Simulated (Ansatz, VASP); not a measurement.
**One calculation of YB, two programs**

```
Y B
1.0
     1.80585    1.04261    3.37450
    -1.80585    1.04261    3.37450
     0.00000   -2.08521    3.37450
Y B
1 1
Direct
  0.50000 0.50000 0.50000
  0.00000 0.00000 0.00000
```

The cell comes from a database or a generator and needn't be the stable form of this composition.

Alike in both runs: task relaxation of cell and atoms; functional PBE; k mesh 15 × 15 × 15; occupations gaussian, width 0.1 eV; no spin polarisation.

|  | VASP | Ansatz |
| --- | --- | --- |
| version | VASP 6.6.1 | Ansatz 0.2.0 |
| potentials or method | VASP PAW PBE potentials, release 64 (Y_sv, B) | scalar-relativistic, plane waves, PAW |
| plane-wave cutoff (eV) | 600 | 420 |
| valence electrons in the cell | 14 | 14 |

VASP gave:

- gap on the k mesh at the Fermi level, each at its own relaxed structure (eV): none
- relaxed volume (Å³/atom): 19.03
- relaxed cell length with the largest relative difference (Å): 3.965

What did Ansatz give for the same quantities?

gap on the k mesh at the Fermi level, each at its own relaxed structure (eV): none; relaxed volume (Å³/atom): 19.06; relaxed cell length with the largest relative difference (Å): 3.967.

A gap of «none» marks a metal or a gap that the smearing closes.
